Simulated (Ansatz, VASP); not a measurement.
# Cross-check of Ag3Sb between VASP and Ansatz, part 2 of 2

One calculation is typed for both programs; each brings its own data sets. How far apart do they land? The cell is generated by rule, not measured, and may not be a known phase. The cell is taken from a series of runs on this material, whose earlier steps may have relaxed, scaled, displaced or heated it; both programs get it as it stands.

VASP 6.6.1 and Ansatz 0.2.0.

So far: The structure; VASP: relaxation of cell and atoms, r2SCAN, pair 1.

## Step 3: Ansatz: relaxation of cell and atoms, r2SCAN, pair 1

Level of this step: Ansatz beside VASP: Kohn-Sham DFT, plane waves, r2SCAN (Ansatz).

Ansatz runs on its default PAW (the set named soft_2) files.

The same cell, functional and mesh now go to Ansatz, which takes its cutoff from its data sets.

The input, input.yaml:

```yaml
crystal:
  lattice:
    - [3.9451832029, 2.2777525842, 2.5627018116]
    - [-3.9451832029, 2.2777525842, 2.5627018116]
    - [0.0, -4.5555051683, 2.5627018116]
  atoms:
    - { symbol: Sb, position: [0.0, 0.0, 0.0] }
    - { symbol: Ag, position: [0.9282174267, 0.5, 0.0717825733] }
    - { symbol: Ag, position: [0.5, 0.0717825733, 0.9282174267] }
    - { symbol: Ag, position: [0.0717825733, 0.9282174267, 0.5] }
kpoints:
  mp_grid: { grid: [6, 6, 6] }
hamiltonian:
  xc: r2scan
scf:
  occupations: { method: fixed }
output:
  forces: true
  stress: true
  eigenvalues: true
relax:
  adjacent_minimum: "off"
  f_tol: 0.001
  max_steps: 60
  cell: { stress_tol: 0.01 }
```

On the command line:

```bash
ansatz run input.yaml --threads 4 --pin off --max-ram 7168MiB --backend cpu --events-out ev --progress --plain --runs-dir out
```

Numbers of over 12 decimals in the logs are rounded to 6 here.

The log of the run:

```text
Engine: ansatz 0.2.0, aarch64-unknown-linux-gnu
Pseudopotentials: kind: paw
Pseudopotential: Sb, paw, valence charge 15, recommended cutoff 500 eV (meta_gga), Sb.paw.azcp
Pseudopotential: Ag, paw, valence charge 19, recommended cutoff 500 eV (meta_gga), Ag.paw.azcp
Functional definition: r2SCAN
  parameter k0 = 0.174
  parameter k1 = 0.065
  parameter a1 = 4.9479
  exchange = r2scan_x(k0 = k0, k1 = k1, a1 = a1)
  correlation = r2scan_c
Crystal: 4 atoms, lattice volume = 138.173 Å³
Basis set: ecut = 500 eV, 3543 PW (Γ), exchange–correlation on 160×160×160 points (64 copies of the dense FFT grid, shifted against one another)
Bands: 44, of which v1, the nominal top of the filled ones, is band 36 counted from 1 (35 counted from 0)
Symmetry: 6 space group operations
Space group: R32 (ITA 155), of the structure as read, at distance tolerance 5.2e-5 Å
k-points: 32 of 216 (time reversal used)
Non-local potential: Sb, projectors of the file, l = 0: 2, l = 1: 2, l = 2: 2, l = 3: 2
Non-local potential: Ag, projectors of the file, l = 0: 3, l = 1: 2, l = 2: 2, l = 3: 1
PAW form: soft (Blöchl's): semilocal exchange-correlation on the pseudo side does not see the compensation charge
PAW frozen core: Sb, regenerated for the run's functional (the file was generated under x = pbe(κ = 0.804, μ = 0.219515), c = pbe(β = 0.066725))
PAW frozen core: Ag, regenerated for the run's functional (the file was generated under x = pbe(κ = 0.804, μ = 0.219515), c = pbe(β = 0.066725))
PAW one-centre angular grid: Sb, 590 points (default); XC on 160 Gauss nodes
PAW one-centre angular grid: Ag, 590 points (default); XC on 160 Gauss nodes
Initial density: superposition of atomic densities (neutral atoms: chi_scale 0, normalization atom), corrected by the library's trained network
Initial wavefunctions: pseudopotential atomic-orbital guess
Functional: x = r2scan, c = r2scan; τ floored in thin density (d = 2e-4 eV/Å³)
SCF iter   1: F=—  HF=-29309.484985 eV  |F-HF|=—  |Δ(HF+E_count)|=         —  Δρ=7.03e-3  dr2=6.73e-2  dr2_τ=1.16e-2  ethr=1.77e-3  ⟨swp⟩=5.0  Hψ=4796  notcnv=0  defer=186
preconditioner: auto → Resta (q_TF=auto, 2.447 Å⁻¹)  ε∞=5.5  [insulator: Δε(μ)=1.115 eV  Ē_g=9.178 eV  n_scr=24 (ndim 8)  ℏωp=19.5 eV  f_vac=0.304  ε∞_Penn≈5.5]
SCF iter   2: F=—  HF=-29309.479889 eV  |F-HF|=—  |Δ(HF+E_count)|=   5.10e-3  Δρ=3.35e-3  dr2=1.04e-2  dr2_τ=1.57e-3  ethr=9.34e-5  ⟨swp⟩=2.0  Hψ=2300  notcnv=0  defer=191
SCF iter   3: F=—  HF=-29309.480432 eV  |F-HF|=—  |Δ(HF+E_count)|=   5.44e-4  Δρ=1.23e-3  dr2=2.77e-3  dr2_τ=6.40e-5  ethr=1.45e-5  ⟨swp⟩=2.1  Hψ=1618  notcnv=0  defer=191
SCF iter   4: F=—  HF=-29309.480154 eV  |F-HF|=—  |Δ(HF+E_count)|=   2.78e-4  Δρ=2.36e-4  dr2=1.31e-4  dr2_τ=3.61e-6  ethr=3.84e-6  ⟨swp⟩=2.0  Hψ=1991  notcnv=0  defer=191
SCF iter   5: F=—  HF=-29309.480197 eV  |F-HF|=—  |Δ(HF+E_count)|=   4.27e-5  Δρ=7.65e-5  dr2=1.18e-5  dr2_τ=4.94e-7  ethr=1.82e-7  ⟨swp⟩=2.1  Hψ=1928  notcnv=0  defer=175
SCF iter   6: F=—  HF=-29309.480209 eV  |F-HF|=—  |Δ(HF+E_count)|=   1.18e-5  Δρ=2.85e-5  dr2=1.80e-6  dr2_τ=3.55e-8  ethr=1.64e-8  ⟨swp⟩=2.0  Hψ=2115  notcnv=0  defer=148
SCF iter   7: F=—  HF=-29309.480210 eV  |F-HF|=—  |Δ(HF+E_count)|=   1.58e-6  Δρ=8.85e-6  dr2=1.35e-7  dr2_τ=6.90e-9  ethr=2.49e-9  ⟨swp⟩=2.0  Hψ=2085  notcnv=0  defer=148
SCF iter   8: F=-29309.480211 eV  HF=-29309.480211 eV  |F-HF|=4.36e-8  |Δ(HF+E_count)|=   2.37e-7  Δρ=2.52e-6  dr2=1.55e-8  dr2_τ=2.51e-10  ethr=1.39e-10  ⟨swp⟩=13.5  Hψ=7812  notcnv=0
SCF 1 converged in 8 iterations: F = -29309.480211 eV  dr2 = 1.55e-8
  greatest PAW one-centre occupation: 1.001 electrons in one spin orbital (limit 2), on the Ag atom at site 2 (counted from 0), in its partial waves of l = 1
relax step   1: F+E_penalty+E_count = -29309.48021072 eV  Δ(F+E_penalty+E_count) = +0.000e0 eV  max|allowed force component| = 1.613e-5 eV/Å  Δτ_max = 0.0000 Å  P = +0.006 GPa  Ω = 138.173 Å³  (8 SCF iters, dr2 threshold 1.00e-7 eV, accepted)
[...]
relax step   4: F+E_penalty+E_count = -29309.48030415 eV  Δ(F+E_penalty+E_count) = -1.462e-5 eV  max|allowed force component| = 2.333e-3 eV/Å  Δτ_max = 0.0009 Å  P = +0.009 GPa  Ω = 138.150 Å³  energy of the carried Pulay correction = +7.662e-6 eV  (8 SCF iters, dr2 threshold 6.63e-10 eV, rejected (line search))
[...]
relax step   5: F+E_penalty+E_count = -29309.48030170 eV  Δ(F+E_penalty+E_count) = -1.217e-5 eV  max|allowed force component| = 3.592e-6 eV/Å  Δτ_max = 0.0000 Å  P = -0.000 GPa  Ω = 138.195 Å³  energy of the carried Pulay correction = -2.008e-6 eV  (10 SCF iters, accepted)
[...]
relax step   6: F+E_penalty+E_count = -29309.48030459 eV  Δ(F+E_penalty+E_count) = -2.897e-6 eV  max|allowed force component| = 1.094e-6 eV/Å  Δτ_max = 0.0000 Å  P = -0.000 GPa  Ω = 138.195 Å³  stress off target by 3.10e-3 GPa  SCF on the basis re-selected at this cell (its energy is not comparable with the rows above)  (6 SCF iters)
basis re-selected at this cell: Δ(F+E_penalty+E_count) = -2.897e-6 eV, ΔP = +0.000 GPa vs the last step (what re-selecting the basis moved, of the pressure what is left beyond the Pulay correction that the steps carried, after the strain that the cell walked since its last selection, with what the two solves' SCF thresholds leave and, on support functions, any second-order correction that the steps lacked; it is no m [...]
SCF converged after 6 iterations
Free energy (F): -29309.480305 eV
Harris-Foulkes:  -29309.480305 eV  (|F-HF|=7.28e-12)
Internal energy: -29309.480305 eV  (E = F + TS)
E sigma→0 (E₀):  -29309.480305 eV
Fermi energy:    6.126756 eV
--- Per-component energies (eV) ---
  E_band       = -1576.787150
  E_kinetic    = 1791.172320
  E_local      = -13565.982829  (includes V_loc(G=0)·N_el)
  E_nonlocal   = 611.552680
  E_hartree    = 6104.390227
  E_xc         = -658.872389
  E_vxc        = -887.884327  (∫ρ·V_xc dr)
  E_paw        = -16375.070085  (= ΣΔE_a)
  E_vpaw       = -1799.133032  (= ΣTr[D̂ρ^β])
  E_aug_tail   = 0.000184  (compensation charges beyond the density's cutoff)
  E_vtau       = 64.707449  (kinetic-family band-sum trace: ∫τ·v_τ [+ j·A + Jᵃ·Aᵃ] dr)
  E_ewald      = -7215.648517
  E_core_change = -1.021895  (= ΣΔE_core)
  E_smearing   = -0.000000  (= −TS)
  E_closure    = 0.000000  (closes the sum)
  Σ components = -29309.480305   (vs F -29309.480305, Δ=0.00e0)
--- Forces (eV/Å), atoms counted from 1 ---
  atom   1  Sb     0.00000000    -0.00000000     0.00000000
  atom   2  Ag    -0.00000055    -0.00000095    -0.00000000
  atom   3  Ag    -0.00000055     0.00000095     0.00000000
  atom   4  Ag     0.00000109    -0.00000000     0.00000000
  max |Σ_I F_I| component: 6.48e-17 eV/Å
--- Stress (GPa, compression-positive) ---
        0.001082       0.000000       0.000000
        0.000000       0.001082      -0.000000
        0.000000      -0.000000      -0.003103
  P = ⅓ Tr σ = -0.0003 GPa (-0.003 kbar)
--- Band table (eV; the first three rows and the last of 32) ---
  k-point 0: bands = [... 32 lower, 2.7249, 5.0556, 5.0556, 5.2494, 7.2241, 8.5582, 8.5582, 11.4665, ... 4 higher]
  k-point 1: bands = [... 32 lower, 2.8217, 4.4473, 5.0682, 5.3611, 7.5540, 8.5512, 9.3758, 11.0649, ... 4 higher]
  k-point 2: bands = [... 32 lower, 2.8830, 3.7152, 5.0879, 5.7004, 7.7418, 8.5299, 10.3855, 10.9348, ... 4 higher]
  k-point 31: bands = [... 32 lower, 2.8240, 4.4415, 4.4415, 5.8966, 7.6548, 7.6548, 9.0334, 11.4572, ... 4 higher]
--- Relaxed structure (5 steps of the walk, 4 accepted, 1 SCFs on fresh bases) ---
  F+E_penalty+E_count = -29309.48030459 eV   max|allowed force component| = 1.094e-6 eV/Å   (the final SCF, on the basis selected at the relaxed cell)
  cell:  # Å, volume = 138.1953 Å³
    - [3.955629, 2.283783, 2.549597]
    - [-3.955629, 2.283783, 2.549597]
    - [0, -4.567567, 2.549597]
  atoms:
    - { symbol: Sb, position: [-1.0093054269314754e-19, 1.3266364019330738e-19, 0] }
    - { symbol: Ag, position: [0.929341, 0.500000, 0.070659] }
    - { symbol: Ag, position: [0.500000, 0.070659, 0.929341] }
    - { symbol: Ag, position: [0.070659, 0.929341, 0.500000] }
```

The column dr2 measures how far the density is from self-consistency, as an energy; F and HF (Harris–Foulkes) agree once it is small.

## Step 4: Comparison

Known differences besides the potentials themselves: VASP keeps PBE cores, Ansatz makes them for the functional; fixed occupations in Ansatz, narrow Gaussian smearing in VASP; the data sets hold 72 valence electrons in Ansatz (on its default PAW (the set named soft_2) files) and 38 in VASP; the cutoff is 500 eV in Ansatz and 550 eV in VASP; Ansatz adds a Pulay correction to the stress that steers its cell, VASP none. Total energies have different zeros and are not compared.

The two programs side by side:

| quantity | Ansatz | VASP | difference |
| --- | --- | --- | --- |
| volume (Å³) | 138.20 | 137.75 | +0.32 % |
| edge a after relaxation, in the typed setting (Å) | 5.231 | 5.221 | +0.18 % |

## Step 5: VASP: relaxation of cell and atoms, r2SCAN, pair 2

The relaxed volume is the usual yardstick between codes: in a stiff, nearly cubic crystal its relative difference is about their pressure difference at one cell divided by the bulk modulus. Its start cell is another than that of the pair before, and may be another structure of the material.

The input, INCAR:

```
SYSTEM = Ag3Sb
PREC = Accurate
ENCUT = 550
EDIFF = 1E-07
NELM = 120
ISMEAR = 0
SIGMA = 0.01
LREAL = .FALSE.
ALGO = Normal
METAGGA = R2SCAN
LASPH = .TRUE.
NBANDS = 25
LORBIT = 11
LWAVE = .FALSE.
LCHARG = .FALSE.
ISIF = 3
IBRION = 2
NSW = 80
EDIFFG = -0.005
GGA_COMPAT = .FALSE.
NELMIN = 4
LMIXTAU = .TRUE.
KPAR = 2
```

The input, POSCAR:

```
Ag3Sb
1.0
    3.8908890000      2.2464060000      1.5850480000
   -3.8908890000      2.2464060000      1.5850480000
    0.0000000000     -4.4928110000      1.5850480000
Sb Ag
1 3
Direct
    0.2463311128      0.2463311128      0.2463311676
    0.8780562410      0.4912199678      0.8780563641
    0.8780561973      0.8780561973      0.4912201782
    0.4912199678      0.8780562410      0.8780563641
```

The input, KPOINTS:

```
Automatic mesh
0
Gamma
9 9 9
0 0 0
```

Potentials, in the order of the species: Sb and Ag (PBE family, release 64).

On the command line:

```bash
mpirun -np 2 vasp_std
```

The log of the run:

```text
[banner, memory and clock lines left out]
running    2 mpi-ranks, on    1 nodes
[...]
[... a notice as in an earlier step ...]

 LDA part: xc-table for (None), standard interpolation
 POSCAR, INCAR and KPOINTS ok, starting setup
[...]
entering main loop
       N       E                     dE             d eps       ncg     rms          rms(c)
DAV:   1     0.154444730290E+03    0.15444E+03   -0.19377E+04  4250   0.153E+03
DAV:   2    -0.940138927686E+02   -0.24846E+03   -0.24093E+03  4496   0.318E+02
DAV:   3    -0.100380791002E+03   -0.63669E+01   -0.63026E+01  4974   0.547E+01
DAV:   4    -0.100424937165E+03   -0.44146E-01   -0.44111E-01  4581   0.445E+00
[...]
DAV:  16    -0.894402499173E+02    0.23420E-06   -0.21382E-06  4313   0.104E-02    0.299E-03
DAV:  17    -0.894402506438E+02   -0.72651E-06   -0.13572E-06  4476   0.738E-03    0.107E-03
DAV:  18    -0.894402507142E+02   -0.70380E-07   -0.49256E-08  2227   0.156E-03
   1 F= -.89440251E+02 E0= -.89440211E+02  d E =-.894403E+02
[... from here on, the cycles between the ionic steps are left out ...]
   2 F= -.89440612E+02 E0= -.89440557E+02  d E =-.361310E-03
   3 F= -.89440635E+02 E0= -.89440575E+02  d E =-.384110E-03
   4 F= -.89440930E+02 E0= -.89440859E+02  d E =-.295276E-03
   5 F= -.89441057E+02 E0= -.89440945E+02  d E =-.422619E-03
   6 F= -.89441066E+02 E0= -.89440963E+02  d E =-.431542E-03
   7 F= -.89441093E+02 E0= -.89440977E+02  d E =-.268220E-04
   8 F= -.89441093E+02 E0= -.89440977E+02  d E =-.267588E-04
   9 F= -.89441098E+02 E0= -.89440981E+02  d E =-.498582E-05
 trial-energy change:   -0.000005  1 .order   -0.000006   -0.000011   -0.000001
 step:   1.5247(harm=  1.5247)  dis= 0.00055  next Energy=   -89.441099 (dE=-0.632E-05)
 reached required accuracy - stopping structural energy minimisation
```

OUTCAR, selected parts (step 5):

```text
  Total        0.0004384      0.0004384     -0.0037837      0.0000000     -0.0000000      0.0000000
  in kB        0.0084661      0.0084661     -0.0730730      0.0000000     -0.0000000      0.0000000
  external PRESSURE =      -0.0187136 kB  Pullay stress =       0.0000000 kB

 POSITION                                       TOTAL-FORCE (eV/Angst)
 -----------------------------------------------------------------------------------
     -0.00000     -0.00000      1.17001        -0.000000      0.000000      0.002829
      1.49296     -0.86196      3.57965        -0.000085      0.000049     -0.000943
     -0.00000      1.72392      3.57965         0.000000     -0.000098     -0.000943
     -1.49296     -0.86196      3.57965         0.000085      0.000049     -0.000943
 -----------------------------------------------------------------------------------
    total drift:                                0.000000      0.000713     -0.000036

  FREE ENERGIE OF THE ION-ELECTRON SYSTEM (eV)
  ---------------------------------------------------
  free  energy   TOTEN  =       -89.4410981111 eV

  energy  without entropy=      -89.4408648614  energy(sigma->0) =      -89.44098149

[... 1 part as in an earlier step ...]

[... 3 further parts left out ...]
[key lines of the parts left out:]
E-fermi :   7.5601
```

## Step 6: Ansatz: relaxation of cell and atoms, r2SCAN, pair 2

The same cell, functional and mesh now go to Ansatz, which takes its cutoff from its data sets.

The cell is taken from a series of runs on this material, whose earlier steps may have relaxed, scaled, displaced or heated it; both programs get it as it stands.

input.yaml, the sections that differ from step 3:

```yaml
crystal:
  lattice:
    - [3.890888721, 2.2464056505, 1.5850482463]
    - [-3.890888721, 2.2464056505, 1.5850482463]
    - [0.0, -4.4928113009, 1.5850482463]
  atoms:
    - { symbol: Sb, position: [0.246331055, 0.246331055, 0.246331055] }
    - { symbol: Ag, position: [0.878056189, 0.4912199126, 0.878056189] }
    - { symbol: Ag, position: [0.878056189, 0.878056189, 0.4912199126] }
    - { symbol: Ag, position: [0.4912199126, 0.878056189, 0.878056189] }
kpoints:
  mp_grid: { grid: [9, 9, 9] }
# hamiltonian, scf, output, relax: as in step 3
```

On the command line:

```bash
ansatz run input.yaml --threads 4 --pin off --max-ram 7168MiB --backend cpu --events-out ev --progress --plain --runs-dir out
```

The log of the run:

```text
[...]
Crystal: 4 atoms, lattice volume = 83.125 Å³
Basis set: ecut = 500 eV, 2123 PW (Γ), exchange–correlation on 144×144×144 points (64 copies of the dense FFT grid, shifted against one another)
Bands: 44, of which v1, the nominal top of the filled ones, is band 36 counted from 1 (35 counted from 0)
Symmetry: 6 space group operations
[...]
--- Relaxed structure (3 steps of the walk, 3 accepted, 1 SCFs on fresh bases) ---
[...]
cell:  # Å, volume = 83.1455 Å³
    - [3.891870, 2.246972, 1.584644]
    - [-3.891870, 2.246972, 1.584644]
    - [0, -4.493945, 1.584644]
  atoms:
    - { symbol: Sb, position: [0.246159, 0.246159, 0.246159] }
    - { symbol: Ag, position: [0.878077, 0.491350, 0.878077] }
    - { symbol: Ag, position: [0.878077, 0.878077, 0.491350] }
    - { symbol: Ag, position: [0.491350, 0.878077, 0.878077] }
[key lines of the parts left out:]
SCF converged after 5 iterations
Free energy (F): -29310.606707 eV
Fermi energy:    14.178215 eV
P = ⅓ Tr σ = 0.0045 GPa (0.045 kbar)
```

## Step 7: Side by side

What differs besides the data sets and the points named for the pairs above, as far as they apply: the data sets hold 72 valence electrons in Ansatz (on its default PAW (the set named soft_2) files) and 38 in VASP. Total energies have different zeros and are not compared.

Compared:

| quantity | Ansatz | VASP | difference |
| --- | --- | --- | --- |
| volume (Å³) | 83.15 | 82.96 | +0.22 % |
| edge a after relaxation, in the typed setting (Å) | 4.765 | 4.753 | +0.25 % |

## Step 8: Results

| Property | Result |
| --- | --- |
| difference in volume (relaxation of cell and atoms, r2SCAN, pair 1) | 0.32 % |
| difference in edge a after relaxation, in the typed setting (relaxation of cell and atoms, r2SCAN, pair 2) | 0.25 % |

**Reading.** The difference in volume is 0.32 % (relaxation of cell and atoms, r2SCAN, pair 1), within the 1.2 % picked in this series as the mark of a large difference, as far as the stopping tolerances let one tell. The data sets hold unlike numbers of valence electrons (72 in Ansatz and 38 in VASP), so part of the differences comes from the potentials. Such differences can come from data sets, numerical settings and the points named under the comparisons, not from the functional's error against experiment.

[Lines on the potential files, build, host, timing and source positions are cut from VASP's logs without a mark.]

[Logs are printed without paths, hosts, clocks, repeated set-up lines and the standing remarks that a program may print on its own settings, such as how far it seeks lower states.]

[Hosts, paths, dates, database ids (printed as entryN), source tags and the programs' standing remarks are cut or masked in the printed files.]
